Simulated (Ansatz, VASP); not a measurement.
## CdF2 in two plane-wave programs

Wanted: the spread between two codes on one cell, functional and k mesh.

Main program and level: Ansatz 0.2.0; plane waves, with VASP 6.6.1 beside it; single point at PBE and dielectric response at PBE.

**1. The starting structure**

Symmetry: Fm-3m, No. 225, cubic system. The conventional cell has a = 5.388 Å, b = 5.388 Å, c = 5.388 Å, α = 90.00°, β = 90.00°, γ = 90.00°. Cd has 8 F at 2.33 Å nearest. Nearest to F lie 4 Cd at 2.33 Å. Farther neighbours and most contacts between anions are not listed.

Coordinates:

```cif
data_structure
_symmetry_space_group_name_H-M 'P 1'
_symmetry_Int_Tables_number 1
_cell_length_a 3.8099
_cell_length_b 3.8099
_cell_length_c 3.8099
_cell_angle_alpha 60.000
_cell_angle_beta 60.000
_cell_angle_gamma 60.000
_cell_volume 39.10
loop_
_atom_site_label
_atom_site_type_symbol
_atom_site_fract_x
_atom_site_fract_y
_atom_site_fract_z
_atom_site_occupancy
Cd1 Cd 0.00000 0.00000 0.00000 1
F2 F 0.75000 0.75000 0.75000 1
F3 F 0.25000 0.25000 0.25000 1
```

**2. VASP: single point, PBE**

A single point gives forces, pressure and levels at one fixed geometry, so differences don't come from the geometry; what else differs is listed under the comparison.

Lines of VASP's logs that name or quote its potential files are left out, and so is its time.

The input, INCAR:

```
SYSTEM = CdF2
PREC = Accurate
ENCUT = 520
EDIFF = 1E-07
NELM = 100
ISMEAR = 0
SIGMA = 0.05
LREAL = .FALSE.
ALGO = Normal
GGA = PE
NBANDS = 32
LWAVE = .FALSE.
LCHARG = .FALSE.
KPAR = 4
LOPTICS = .TRUE.
NEDOS = 2000
CSHIFT = 0.2
```

The input, POSCAR:

```
CdF2
1.0
    0.0000000000      2.6940000000      2.6940000000
    2.6940000000      0.0000000000      2.6940000000
    2.6940000000      2.6940000000      0.0000000000
Cd F
1 2
Direct
    0.0000000000      0.0000000000      0.0000000000
    0.7500000000      0.7500000000      0.7500000000
    0.2500000000      0.2500000000      0.2500000000
```

The input, KPOINTS:

```
Automatic mesh
0
Gamma
10 10 10
0 0 0
```

Potentials, in the order of the species: Cd and F (PBE family, release 64).

Started as:

```sh
> mpirun -np 4 vasp_std
```

Numbers of over 12 decimals in the logs are rounded to 6 here.

Output:

```text
[banner, memory and clock lines left out]
running    4 mpi-ranks, on    1 nodes
 distrk:  each k-point on    1 cores,    4 groups
 distr:  one band on    1 cores,    1 groups

 POSCAR found type information on POSCAR CdF
 POSCAR found :  2 types and       3 ions
 LDA part: xc-table for (Slater+PW92), standard interpolation
 POSCAR, INCAR and KPOINTS ok, starting setup
 FFT: planning ... GRIDC
 FFT: planning ... GRID_SOFT
 FFT: planning ... GRID
 WAVECAR not read
 entering main loop
       N       E                     dE             d eps       ncg     rms          rms(c)
DAV:   1     0.203553331632E+03    0.20355E+03   -0.14050E+04  3192   0.830E+02
DAV:   2    -0.391720613887E+01   -0.20747E+03   -0.19311E+03  3384   0.256E+02
DAV:   3    -0.125329452873E+02   -0.86157E+01   -0.85787E+01  3728   0.540E+01
DAV:   4    -0.125661621924E+02   -0.33217E-01   -0.33216E-01  3368   0.355E+00
DAV:   5    -0.125662621692E+02   -0.99977E-04   -0.99977E-04  3696   0.164E-01    0.103E+01
DAV:   6    -0.108208552387E+02    0.17454E+01   -0.17696E+00  3504   0.233E+01    0.797E+00
DAV:   7    -0.108772478756E+02   -0.56393E-01   -0.93589E-01  3560   0.536E+00    0.411E+00
DAV:   8    -0.108657600899E+02    0.11488E-01   -0.94549E-02  3488   0.207E+00    0.797E-01
DAV:   9    -0.108586889339E+02    0.70712E-02   -0.16409E-02  3488   0.144E+00    0.967E-02
DAV:  10    -0.108592004756E+02   -0.51154E-03   -0.22733E-03  3536   0.407E-01    0.138E-01
DAV:  11    -0.108592863637E+02   -0.85888E-04   -0.14510E-04  3544   0.951E-02    0.362E-02
DAV:  12    -0.108593067428E+02   -0.20379E-04   -0.36467E-05  3448   0.357E-02    0.159E-02
DAV:  13    -0.108593077988E+02   -0.10560E-05   -0.97742E-07  3696   0.921E-03    0.422E-03
DAV:  14    -0.108593077264E+02    0.72337E-07   -0.46184E-07  3408   0.818E-03
   1 F= -.10859308E+02 E0= -.10859308E+02  d E =-.911206E-12
 optical routines
 imaginary and real dielectric function
 recalculating local potential from charge density
 direction            1
 direction            2
 direction            3
```

Parts of OUTCAR (step 2):

```text
ion  position               nearest neighbor table
   1  0.000  0.000  0.000-   2 2.33   2 2.33   2 2.33   2 2.33   3 2.33   3 2.33   3 2.33   3 2.33

  LATTYP: Found a face centered cubic cell.
 ALAT       =     5.3880000000

 Subroutine GETGRP returns: Found 48 space group operations
 (whereof 48 operations were pure point group operations)

The static configuration has the point symmetry O_h .

 Found     47 irreducible k-points:

   k-points           NKPTS =     47   k-points in BZ     NKDIM =     47   number of bands    NBANDS=     32

   dimension x,y,z NGX =    28 NGY =   28 NGZ =   28
   dimension x,y,z NGXF=    56 NGYF=   56 NGZF=   56

   ENCUT  =  520.0 eV  38.22 Ry    6.18 a.u.   7.08  7.08  7.08*2*pi/ulx,y,z

   NELECT =      26.0000    total number of electrons

 k-points in reciprocal lattice and weights: Automatic mesh
   0.00000000  0.00000000  0.00000000       0.001
   0.10000000  0.00000000  0.00000000       0.008
   0.20000000  0.00000000  0.00000000       0.008
   0.30000000  0.00000000  0.00000000       0.008
   0.40000000  0.00000000  0.00000000       0.008
   0.50000000  0.00000000  0.00000000       0.004
   0.10000000  0.10000000  0.00000000       0.006
   0.20000000  0.10000000  0.00000000       0.024
   0.30000000  0.10000000  0.00000000       0.024
[...]
-0.30000000  0.40000000  0.20000000       0.024
  -0.30000000  0.50000000  0.20000000       0.012

 average (electrostatic) potential at core
       1 -39.0147       2 -77.8942       3 -77.8942

 E-fermi :  -1.0965

 k-point     1 :       0.0000    0.0000    0.0000
  band No.  band energies     occupation
    ...
      9      -2.2821      2.00000
     10      -2.2821      2.00000
     11      -1.8104      2.00000
     12      -1.8104      2.00000
     13      -1.8104      2.00000
     14       1.7565      0.00000
     15      11.3923      0.00000
     16      11.3923      0.00000
     17      11.3923      0.00000
     18      16.3276      0.00000
    ...

 k-point     2 :       0.1000    0.0000    0.0000
  band No.  band energies     occupation
    ...
      9      -2.3504      2.00000
     10      -2.3504      2.00000
     11      -1.8626      2.00000
     12      -1.8028      2.00000
     13      -1.8028      2.00000
     14       2.1406      0.00000
     15      10.8994      0.00000
     16      11.5410      0.00000
     17      11.5410      0.00000
     18      17.0342      0.00000
    ...

 k-point     3 :       0.2000    0.0000    0.0000
  band No.  band energies     occupation
    ...
      9      -2.5429      2.00000
     10      -2.5429      2.00000
     11      -2.1850      2.00000
     12      -1.7786      2.00000
     13      -1.7786      2.00000
     14       3.0750      0.00000
     15       9.9690      0.00000
     16      11.9481      0.00000
     17      11.9481      0.00000
     18      17.7771      0.00000
    ...

  Total        1.5108093      1.5108093      1.5108093     -0.0000000      0.0000000      0.0000000
  in kB       61.9009730     61.9009730     61.9009730     -0.0000000      0.0000000      0.0000000
  external PRESSURE =      61.9009730 kB  Pullay stress =       0.0000000 kB

  energy-cutoff  :      520.00
  volume of cell :       39.10
      direct lattice vectors                 reciprocal lattice vectors
     0.000000000  2.694000000  2.694000000    -0.185597624  0.185597624  0.185597624
     2.694000000  0.000000000  2.694000000     0.185597624 -0.185597624  0.185597624
     2.694000000  2.694000000  0.000000000     0.185597624  0.185597624 -0.185597624

 POSITION                                       TOTAL-FORCE (eV/Angst)
 -----------------------------------------------------------------------------------
      0.00000      0.00000      0.00000         0.000000     -0.000000     -0.000000
      4.04100      4.04100      4.04100         0.000000      0.000000      0.000000
      1.34700      1.34700      1.34700        -0.000000     -0.000000     -0.000000
 -----------------------------------------------------------------------------------
    total drift:                                0.000000      0.000000      0.000000

  FREE ENERGIE OF THE ION-ELECTRON SYSTEM (eV)
  ---------------------------------------------------
  free  energy   TOTEN  =       -10.8593077264 eV

  energy  without entropy=      -10.8593077264  energy(sigma->0) =      -10.85930773

 plasma frequency squared (from intraband transitions) (eV^2)
  --------------------------------------------------------------------------------------
       0.000      -0.000      -0.000
      -0.000       0.000      -0.000
      -0.000      -0.000       0.000

[... 3 further parts left out ...]
```

**3. Ansatz: single point, PBE**

Ansatz runs on its default PAW (the set named soft_2) files.

The same cell, functional, mesh and smearing now go to Ansatz, which takes its cutoff from its data sets.

The input, input.yaml:

```yaml
crystal:
  lattice:
    - [0.0, 2.694, 2.694]
    - [2.694, 0.0, 2.694]
    - [2.694, 2.694, 0.0]
  atoms:
    - { symbol: Cd, position: [0.0, 0.0, 0.0] }
    - { symbol: F, position: [0.75, 0.75, 0.75] }
    - { symbol: F, position: [0.25, 0.25, 0.25] }
hamiltonian:
  xc: pbe
  pseudopotentials: { kind: paw }
kpoints:
  mp_grid: { grid: [10, 10, 10] }
scf:
  occupations: { method: gaussian, width: 0.05 }
  n_extra_bands: 4
output:
  forces: true
  stress: true
  eigenvalues: true
```

Started as:

```sh
> ansatz run input.yaml --threads 2 --pin off --max-ram 4608MiB --backend cpu --events-out ev --progress --plain --runs-dir out
```

Output:

```text
scf.n_extra_bands = 4 over 17 filled bands (N_el = 34.0): the run solves 21 bands
Engine: ansatz 0.2.0, x86_64-unknown-linux-gnu
Pseudopotentials: kind: paw
Pseudopotential: Cd, paw, valence charge 20, recommended cutoff 420 eV (normal), Cd.paw.azcp
Pseudopotential: F, paw, valence charge 7, recommended cutoff 420 eV (normal), F.paw.azcp
Functional definition: PBE
  parameter kappa = 0.804
  parameter beta = 0.066725
  exchange = pbe_x(kappa = kappa, mu = beta*pi^2/3)
  correlation = pbe_c(beta = beta)
Crystal: 3 atoms, lattice volume = 39.104 Å³
Basis set: ecut = 420 eV, 749 PW (Γ), exchange–correlation on 54×54×54 points (8 copies of the dense FFT grid, shifted against one another)
Bands: 21, of which v1, the nominal top of the filled ones, is band 17 counted from 1 (16 counted from 0)
Symmetry: 48 space group operations
Space group: Fm-3m (ITA 225), of the structure as read, at distance tolerance 3.4e-5 Å
k-points: 47 of 1000
Non-local potential: Cd, projectors of the file, l = 0: 3, l = 1: 2, l = 2: 2, l = 3: 1
Non-local potential: F, projectors of the file, l = 0: 2, l = 1: 2, l = 2: 1
PAW form: soft (Blöchl's): semilocal exchange-correlation on the pseudo side does not see the compensation charge
PAW one-centre angular grid: Cd, 590 points (default); XC on 64 Gauss nodes
PAW one-centre angular grid: F, 110 points (default); XC on 64 Gauss nodes
Initial density: superposition of atomic densities (neutral atoms: chi_scale 0, normalization atom), corrected by the library's trained network
Initial wavefunctions: pseudopotential atomic-orbital guess
Functional: x = pbe(κ = 0.804, μ = 0.219515), c = pbe(β = 0.066725)
SCF iter   1: F=—  HF=-9872.134537 eV  |F-HF|=—  |Δ(HF+E_count)|=         —  Δρ=5.61e-4  dr2=1.93e-5  ethr=1.77e-3  ⟨swp⟩=5.7  Hψ=3980  notcnv=0
preconditioner: auto → none  [insulator: Δε(μ)=3.108 eV  Ē_g=16.574 eV  σ=0.050 eV  W_gap=1.00  n_scr=14 (ndim 8)  ℏωp=30.3 eV  f_vac=0.125  D(μ)=0.00/eV (n_scr^D=0)  ε∞_Penn≈4.3]
SCF iter   2: F=—  HF=-9872.135557 eV  |F-HF|=—  |Δ(HF+E_count)|=   1.02e-3  Δρ=3.05e-4  dr2=1.55e-5  ethr=5.69e-8  ⟨swp⟩=3.0  Hψ=2586  notcnv=0
SCF iter   3: F=—  HF=-9872.135610 eV  |F-HF|=—  |Δ(HF+E_count)|=   5.30e-5  Δρ=1.73e-4  dr2=1.49e-6  ethr=4.57e-8  ⟨swp⟩=2.0  Hψ=1535  notcnv=0
SCF iter   4: F=—  HF=-9872.135649 eV  |F-HF|=—  |Δ(HF+E_count)|=   3.93e-5  Δρ=5.99e-5  dr2=4.03e-7  ethr=4.37e-9  ⟨swp⟩=2.0  Hψ=1598  notcnv=0
iter 5 did not close the SCF: its close was put off for the readings that it lacked (scf_convergence_deferred on its scf_iter line)
SCF iter   5: F=-9872.135652 eV  HF=-9872.135652 eV  |F-HF|=7.13e-9  |Δ(HF+E_count)|=   3.04e-6  Δρ=1.60e-5  dr2=6.50e-8  ethr=1.19e-9  ⟨swp⟩=2.0  Hψ=1598  notcnv=0
SCF iter   6: F=-9872.135652 eV  HF=-9872.135652 eV  |F-HF|=5.38e-10  |Δ(HF+E_count)|=   4.42e-8  Δρ=4.60e-6  dr2=4.60e-9  ethr=1.91e-10  ⟨swp⟩=2.0  Hψ=3349  notcnv=0
SCF 1 converged in 6 iterations: F = -9872.135652 eV  dr2 = 4.60e-9
  greatest PAW one-centre occupation: 1.000 electrons in one spin orbital (limit 2), on the Cd atom at site 0 (counted from 0), in its partial waves of l = 1
SCF converged after 6 iterations
Free energy (F): -9872.135652 eV
Harris-Foulkes:  -9872.135652 eV  (|F-HF|=5.38e-10)
Internal energy: -9872.135652 eV  (E = F + TS)
E sigma→0 (E₀):  -9872.135652 eV
Fermi energy:    7.991295 eV
--- Per-component energies (eV) ---
  E_band       = -480.599972
  E_kinetic    = 918.929943
  E_local      = -4235.411202  (includes V_loc(G=0)·N_el)
  E_nonlocal   = 184.215959
  E_hartree    = 1877.299005
  E_xc         = -335.365517
  E_vxc        = -424.897046  (∫ρ·V_xc dr)
  E_paw        = -4487.951343  (= ΣΔE_a)
  E_vpaw       = -678.038497  (= ΣTr[D̂ρ^β])
  E_aug_tail   = 0.004137  (compensation charges beyond the density's cutoff)
  E_ewald      = -3793.856633
  E_smearing   = -0.000000  (= −TS)
  E_closure    = 0.000000  (closes the sum)
  Σ components = -9872.135652   (vs F -9872.135652, Δ=0.00e0)
--- Forces (eV/Å), atoms counted from 1 ---
  atom   1  Cd    -0.00000000     0.00000000    -0.00000000
  atom   2  F     -0.00000000     0.00000000     0.00000000
  atom   3  F     -0.00000000    -0.00000000    -0.00000000
  max |Σ_I F_I| component: 1.16e-17 eV/Å
--- Stress (GPa, compression-positive) ---
        5.456847       0.000000      -0.000000
        0.000000       5.456847      -0.000000
        0.000000       0.000000       5.456847
  P = ⅓ Tr σ = 5.4568 GPa (54.568 kbar)
--- Band table (eV; the first three rows and the last of 47) ---
  k-point 0: bands = [... 13 lower, 5.4664, 5.9461, 5.9461, 5.9461, 9.5444, 19.1451, 19.1451, 19.1451]
  k-point 1: bands = [... 13 lower, 5.3997, 5.8921, 5.9528, 5.9528, 9.9259, 18.6540, 19.2944, 19.2944]
  k-point 2: bands = [... 13 lower, 5.2089, 5.5696, 5.9759, 5.9759, 10.8567, 17.7248, 19.7033, 19.7033]
  k-point 46: bands = [... 13 lower, 4.5016, 5.3390, 5.8482, 6.4362, 14.5316, 17.5071, 17.9823, 18.8207]
```

Wall time 1.9 s (2 threads of Intel Xeon Platinum 8488C (Sapphire Rapids), shared host); peak memory 0.37 GiB.

The run ends at a pressure of 5.46 GPa.

**4. Differences**

Known differences besides the potentials themselves: the data sets hold 34 valence electrons in Ansatz (default PAW (the set named soft_2) files) and 26 in VASP; the cutoff is 420 eV in Ansatz and 520 eV in VASP; VASP leaves aspherical gradient terms in its spheres out (LASPH is not set), Ansatz keeps them. Total energies have different zeros and are not compared.

The two programs side by side:

| quantity | Ansatz | VASP | difference |
| --- | --- | --- | --- |
| pressure (GPa) | 5.46 | 6.19 | -0.73 |
| pressure without Ansatz's Pulay correction (GPa) | 4.79 | 6.19 | -1.40 |
| gap on the k mesh (eV) | 3.108 | 3.075 | +0.033 |

A gap on the mesh is an upper bound, since the band edges may lie between its points. Ansatz's pressure holds a Pulay correction of 0.67 GPa; VASP's holds none.

**5. VASP: dielectric response, PBE**

The response to a field tests empty states and converges slowly with the mesh.

The input, INCAR:

```
SYSTEM = CdF2
PREC = Accurate
ENCUT = 520
EDIFF = 1E-08
NELM = 100
ISMEAR = 0
SIGMA = 0.01
LREAL = .FALSE.
ALGO = Normal
GGA = PE
NBANDS = 19
LWAVE = .FALSE.
LCHARG = .FALSE.
KPAR = 4
LEPSILON = .TRUE.
```

POSCAR is that of step 2.

KPOINTS is that of step 2.

Started as:

```sh
> mpirun -np 4 vasp_std
```

Output:

```text
[... set-up lines as in an earlier step ...]
 entering main loop
       N       E                     dE             d eps       ncg     rms          rms(c)
DAV:   1     0.202361715456E+03    0.20236E+03   -0.15642E+04  1850   0.139E+03
DAV:   2    -0.361077850893E+01   -0.20597E+03   -0.19897E+03  1967   0.360E+02
DAV:   3    -0.125247151714E+02   -0.89139E+01   -0.88892E+01  1983   0.815E+01
DAV:   4    -0.125661121917E+02   -0.41397E-01   -0.41395E-01  1927   0.571E+00
[...]
DAV:  14    -0.108593077024E+02    0.23410E-06   -0.57653E-07  1915   0.970E-03    0.968E-04
DAV:  15    -0.108593077362E+02   -0.33804E-07   -0.77497E-08  1924   0.265E-03    0.346E-04
DAV:  16    -0.108593077412E+02   -0.49754E-08   -0.19071E-09  1515   0.464E-04
   1 F= -.10859308E+02 E0= -.10859308E+02  d E =-.717378E-98
 Linear response reoptimize wavefunctions to high precision
DAV:   1    -0.108593077454E+02   -0.41405E-08   -0.13073E-10  1034   0.175E-04
DAV:   2    -0.108593077454E+02   -0.28194E-10   -0.62818E-12   956   0.328E-05
 Linear response G [H, r] |phi>, progress :
  Direction:   1
[...]
RMM:  10    -0.206517080188E+00    0.18086E-06    0.63875E-10  4266   0.879E-05    0.193E-05
RMM:  11    -0.206516890699E+00    0.18949E-06   -0.45301E-11  2961   0.506E-05    0.509E-06
 change of polarisation eV/A/(eV/A) component  2 :     0.020     0.389    -0.009
 dielectric tensor                  component  2 :     0.090     2.799    -0.044
 Linear response to external field, progress :
  Direction:   3
       N       E                     dE             d eps       ncg     rms          rms(c)
RMM:   1    -0.194042120109E+00   -0.19404E+00   -0.58829E-01  7409   0.247E+00
RMM:   2    -0.201182802929E+00   -0.71407E-02   -0.33254E-03  5966   0.398E-01    0.683E-01
RMM:   3    -0.198030316012E+00    0.31525E-02   -0.22235E-03  5647   0.369E-01    0.389E-01
RMM:   4    -0.204745575757E+00   -0.67153E-02   -0.37948E-03  5779   0.497E-01    0.536E-02
[...]
RMM:   9    -0.206517258134E+00    0.21973E-05   -0.10208E-08  5784   0.479E-04    0.334E-05
RMM:  10    -0.206517080653E+00    0.17748E-06    0.84735E-10  4263   0.878E-05    0.193E-05
RMM:  11    -0.206516891148E+00    0.18951E-06   -0.15277E-12  2934   0.506E-05    0.510E-06
 change of polarisation eV/A/(eV/A) component  3 :    -0.002     0.010     0.389
 dielectric tensor                  component  3 :    -0.010     0.044     2.799
 Born effective charges drift removed
```

Parts of OUTCAR (step 5):

```text
  Total        1.5112423      1.5112423      1.5112423      0.0000000      0.0000000      0.0000000
  in kB       61.9187128     61.9187128     61.9187128      0.0000000      0.0000000      0.0000000
  external PRESSURE =      61.9187128 kB  Pullay stress =       0.0000000 kB

 POSITION                                       TOTAL-FORCE (eV/Angst)
 -----------------------------------------------------------------------------------
      0.00000      0.00000      0.00000        -0.000000     -0.000000     -0.000000
      4.04100      4.04100      4.04100        -0.000000      0.000000     -0.000000
      1.34700      1.34700      1.34700         0.000000     -0.000000      0.000000
 -----------------------------------------------------------------------------------
    total drift:                                0.000000      0.000000      0.000000

 MACROSCOPIC STATIC DIELECTRIC TENSOR (including local field effects in DFT)
 ------------------------------------------------------
           2.798674     0.000000     0.000000
          -0.000000     2.798674     0.000000
          -0.000000    -0.000000     2.798674
 ------------------------------------------------------

[... 1 part as in an earlier step ...]

[... 1 further part left out ...]
```

Energies printed during the response cycles are not total energies of the cell.

**6. Ansatz: dielectric response, PBE**

The same cell, functional and mesh now go to Ansatz, which takes its cutoff from its data sets.

input.yaml, the sections that differ from step 3:

```yaml
scf:
  occupations: { method: fixed }
dielectric:
  method: response
# crystal, hamiltonian, kpoints: as in step 3
# output: removed
```

Started as:

```sh
> ansatz run input.yaml --threads 2 --pin off --max-ram 4608MiB --backend cpu --events-out ev --progress --plain --runs-dir out
```

Output:

```text
[...]
Crystal: 3 atoms, lattice volume = 39.104 Å³
Basis set: ecut = 420 eV, 749 PW (Γ), exchange–correlation on 54×54×54 points (8 copies of the dense FFT grid, shifted against one another)
Bands: 21, of which v1, the nominal top of the filled ones, is band 17 counted from 1 (16 counted from 0)
[... 1 set-up line as in the run before ...]
k-points: 102 of 1000 (irreducible under 8 space group operations, time reversal used)
[...]
0.00000    2.46868    0.00000
         0.00000   -0.00000    2.46868
    site 1:
        -1.23434    0.00000    0.00000
        -0.00000   -1.23434   -0.00000
         0.00000    0.00000   -1.23434
    site 2:
        -1.23434    0.00000    0.00000
        -0.00000   -1.23434   -0.00000
         0.00000    0.00000   -1.23434
  Z* charge neutrality: 5.677e-5 e pre-enforcement
  k-mesh period / interband length: 38.1 Å / 1.36 Å = 28.09 at k = (0.0000, 0.0000, 0.0000), direct gap 3.598 eV — 14 or more, which is no proof of convergence
[key lines of the parts left out:]
SCF converged after 7 iterations
Free energy (F): -9872.135652 eV
Fermi energy:    6.436226 eV
```

It took 9.9 s on 2 threads; peak memory 0.57 GiB.

**7. Comparison**

Compared:

| quantity | Ansatz | VASP | difference |
| --- | --- | --- | --- |
| ε∞ xx | 2.85 | 2.80 | +1.75 % |
| ε∞ yy | 2.85 | 2.80 | +1.75 % |
| ε∞ zz | 2.85 | 2.80 | +1.75 % |
| Born charge of Cd1 (mean of the diagonal) (e) | 2.47 | 2.43 | +0.03 |
| Born charge of F2 (mean of the diagonal) (e) | -1.23 | -1.22 | -0.02 |

**8. Outcome**

- difference in gap on the k mesh (single point, PBE): 0.033 eV
- difference in pressure (single point, PBE): -0.73 GPa
- difference in ε∞ xx (dielectric response, PBE): 1.7 %

What this shows: The difference in pressure is -0.73 GPa (single point, PBE), within the 1 GPa picked in this series as the mark of a large difference. Such differences can come from data sets, numerical settings and the points named under the comparisons, not from the functional's error against experiment.

[Lines on the potential files, build, host, timing and source positions are cut from VASP's logs without a mark.]

[Logs are printed without paths, hosts, clocks, repeated set-up lines and the standing remarks that a program may print on its own settings, such as how far it seeks lower states.]

[Hosts, paths, dates, database ids (printed as entryN), source tags and the programs' standing remarks are cut or masked in the printed files.]
